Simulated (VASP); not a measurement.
Output of a VASP run:

File OSZICAR:
```
...
DAV:  14    -0.244973443987E+02    0.15376E-06   -0.36966E-07  1768   0.424E-03    0.329E-03
DAV:  15    -0.244973443177E+02    0.81074E-07   -0.10082E-07  1208   0.258E-03
   2 F= -.18748397E+02 E0= -.18748530E+02  d E =0.313550E+01
       N       E                     dE             d eps       ncg     rms          rms(c)
DAV:   1    -0.475075107509E+02   -0.23010E+02   -0.49207E+02  2071   0.228E+02    0.334E+01
DAV:   2    -0.300805874759E+02    0.17427E+02   -0.63846E+01  2006   0.691E+01    0.190E+01
DAV:   3    -0.294115134666E+02    0.66907E+00   -0.15971E+01  2313   0.212E+01    0.162E+01
DAV:   4    -0.292267543944E+02    0.18476E+00   -0.12611E+01  2656   0.222E+01    0.937E+00
DAV:   5    -0.294188991790E+02   -0.19214E+00   -0.71843E-01  2509   0.478E+00    0.498E+00
DAV:   6    -0.293523453305E+02    0.66554E-01   -0.11749E+00  2493   0.656E+00    0.134E+00
DAV:   7    -0.293453854773E+02    0.69599E-02   -0.36188E-02  2259   0.121E+00    0.509E-01
DAV:   8    -0.293480985481E+02   -0.27131E-02   -0.14641E-02  2485   0.937E-01    0.323E-01
DAV:   9    -0.293475732794E+02    0.52527E-03   -0.13310E-02  2547   0.810E-01    0.208E-01
DAV:  10    -0.293472202176E+02    0.35306E-03   -0.13173E-03  2458   0.252E-01    0.485E-02
DAV:  11    -0.293472098515E+02    0.10366E-04   -0.15923E-04  2535   0.848E-02    0.143E-02
DAV:  12    -0.293472083123E+02    0.15393E-05   -0.12540E-05  2382   0.260E-02    0.167E-03
DAV:  13    -0.293472081236E+02    0.18864E-06   -0.10502E-07  1283   0.231E-03    0.475E-04
DAV:  14    -0.293472081927E+02   -0.69035E-07   -0.18713E-08  1030   0.107E-03
   3 F= -.22156916E+02 E0= -.22156914E+02  d E =-.273018E+00
       N       E                     dE             d eps       ncg     rms          rms(c)
DAV:   1    -0.293252804795E+02    0.21928E-01   -0.20547E-01  1865   0.426E+00    0.682E-01
DAV:   2    -0.293180856128E+02    0.71949E-02   -0.30280E-02  1947   0.128E+00    0.412E-01
DAV:   3    -0.293186920985E+02   -0.60649E-03   -0.26618E-02  2573   0.108E+00    0.348E-01
DAV:   4    -0.293168702772E+02    0.18218E-02   -0.10816E-02  2365   0.608E-01    0.964E-02
DAV:   5    -0.293169582290E+02   -0.87952E-04   -0.27063E-04  2227   0.102E-01    0.392E-02
DAV:   6    -0.293170091694E+02   -0.50940E-04   -0.15455E-04  2657   0.428E-02    0.217E-02
DAV:   7    -0.293170117748E+02   -0.26053E-05   -0.54645E-06  2080   0.137E-02    0.116E-02
DAV:   8    -0.293170117697E+02    0.50827E-08   -0.14540E-06  2139   0.933E-03    0.302E-03
DAV:   9    -0.293170118302E+02   -0.60549E-07   -0.12770E-07  1261   0.273E-03
   4 F= -.22159058E+02 E0= -.22159102E+02  d E =-.275160E+00
       N       E                     dE             d eps       ncg     rms          rms(c)
DAV:   1    -0.293058132404E+02    0.11199E-01   -0.31605E-02  1865   0.167E+00    0.267E-01
DAV:   2    -0.293047103099E+02    0.11029E-02   -0.46966E-03  1947   0.504E-01    0.165E-01
DAV:   3    -0.293048006867E+02   -0.90377E-04   -0.41344E-03  2573   0.427E-01    0.137E-01
DAV:   4    -0.293045224720E+02    0.27821E-03   -0.16448E-03  2357   0.237E-01    0.392E-02
DAV:   5    -0.293045376508E+02   -0.15179E-04   -0.43952E-05  2242   0.410E-02    0.157E-02
DAV:   6    -0.293045468625E+02   -0.92117E-05   -0.24205E-05  2646   0.170E-02    0.852E-03
DAV:   7    -0.293045473496E+02   -0.48707E-06   -0.88082E-07  1932   0.559E-03    0.445E-03
DAV:   8    -0.293045473879E+02   -0.38373E-07   -0.22056E-07  1477   0.374E-03
   5 F= -.22159246E+02 E0= -.22159308E+02  d E =-.275348E+00
```

### OUTCAR
```
------------------------ aborting loop because EDIFF is reached ----------------------------------------
  FORCE on cell =-STRESS in cart. coord.  units (eV):
  Direction    XX          YY          ZZ          XY          YZ          ZX
  --------------------------------------------------------------------------------------
  Total        7.1449446      7.1449446      7.1449446      0.0000000     -0.0000000      0.0000000
  in kB      199.9900109    199.9900109    199.9900109      0.0000000     -0.0000000      0.0000000
  external PRESSURE =      -0.0099891 kB  Pullay stress =     200.0000000 kB
  volume of cell :       57.24
      direct lattice vectors                 reciprocal lattice vectors
     3.853899458  0.000000000 -0.000000000     0.259477449 -0.000000000 -0.000000000
     0.000000000  3.853899458 -0.000000000    -0.000000000  0.259477449 -0.000000000
     0.000000000  0.000000000  3.853899458     0.000000000  0.000000000  0.259477449
 POSITION                                       TOTAL-FORCE (eV/Angst)
 -----------------------------------------------------------------------------------
      0.00000      0.00000      0.00000        -0.000000     -0.000000      0.000000
      0.00000      1.92695      1.92695         0.000000      0.000000      0.000000
      1.92695      0.00000      1.92695        -0.000000      0.000000      0.000000
      1.92695      1.92695     -0.00000        -0.000000     -0.000000      0.000000
 -----------------------------------------------------------------------------------
    total drift:                                0.000000      0.000000      0.000000
  FREE ENERGIE OF THE ION-ELECTRON SYSTEM (eV)
  ---------------------------------------------------
  free  energy   TOTEN  =       -29.3045473879 eV

  energy  without entropy=      -29.3047345041  energy(sigma->0) =      -29.30460976
  enthalpy is  TOTEN    =       -22.1592459590 eV   P V=        7.1453014289

 reached required accuracy - stopping structural energy minimisation
```
(Selected blocks of OUTCAR.)

### POSCAR
```
Pt3Ti
1
    3.9452998469     0.0000000000     0.0000000000
    0.0000000000     3.9452998469     0.0000000000
    0.0000000000     0.0000000000     3.9452998469
Ti Pt
1 3
Direct
  0.0000000000   0.0000000000   0.0000000000
  0.0000000000   0.5000000000   0.5000000000
  0.5000000000   0.0000000000   0.5000000000
  0.5000000000   0.5000000000   0.0000000000
```

**Question.** Write an INCAR and KPOINTS that could have produced this output.

**Answer.** One answer among several that fit: the input of the run itself, PBE GGA, plane waves, VASP's PBE PAW potentials (set 64).

### INCAR
```
ALGO = Normal
EDIFF = 1E-7
EDIFFG = -0.01
ENCUT = 480
GGA = PE
IBRION = 2
ISIF = 3
ISMEAR = 1
LASPH = T
LCHARG = F
LMAXMIX = 6
LREAL = F
LWAVE = F
NELM = 100
NSW = 40
PREC = Accurate
PSTRESS = 200
SIGMA = 0.1
SYSTEM = Pt3Ti
```

KPOINTS:
```
kpoints
0
G
8 8 8
```

POTCAR, in this order: Ti_sv Pt (PBE.64 set). Program: vasp_std.

Energy and stress use the plane-wave basis of the starting cell.

The compound is Pt3Ti in the L1_2 structure. This run relaxes it under an external pressure of 20 GPa. Symmetry was kept, so distortions that lower it aren't found.
